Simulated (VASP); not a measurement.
```yaml
crystal:
  lattice:
    - [1.57039, -2.80413, 0.00000]
    - [1.57039, 2.80413, 0.00000]
    - [0.00000, 0.00000, 5.06706]
  atoms:
    - { symbol: Zn, position: [0.66667, 0.33333, 0.50153] }
    - { symbol: Zn, position: [0.33333, 0.66667, 0.00153] }
    - { symbol: O, position: [0.66667, 0.33333, 0.88047] }
    - { symbol: O, position: [0.33333, 0.66667, 0.38047] }
```

Method: PBEsol GGA, VASP's PBE PAW potentials (set 64) (plane waves; VASP). Numerical set-up: 600 eV cut-off, 8×8×4 Γ-centred mesh, Gaussian smearing of 0.050 eV, potentials Zn O.

Task: Give the stress tensor in GPa (positive for a compressed cell).

Result: 
```
11.71   0.00   0.00
 0.00   5.51   0.00
 0.00   0.00  13.10
```
The pressure is its mean diagonal, 10.10 GPa.

The compound is ZnO in the wurtzite structure. This cell was strained or had an atom moved on purpose.
